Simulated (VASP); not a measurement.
Input:

```
CELL_PARAMETERS angstrom
      0.00000     3.00964     3.00964
      3.00964     0.00000     3.00964
      3.00964     3.00964     0.00000
ATOMIC_POSITIONS crystal
  Cu 0.00000 0.00000 0.00000
  I  0.25000 0.25000 0.25000
```

Method: PBE GGA, VASP's PBE PAW potentials (set 64) (plane waves; VASP). Numerical set-up: 520 eV cut-off, 8×8×8 Γ-centred mesh, Gaussian smearing of 0.050 eV, potentials Cu I.

Question: Give the stress tensor in GPa (positive for a compressed cell).

Answer: 
```
1.29  0.00  0.00
0.00  1.29  0.00
0.00  0.00  1.29
```
The pressure is its mean diagonal, 1.29 GPa.

The compound is CuI in the zinc blende structure. This cell is one point of a volume scan, at 0.97 of the reference volume.
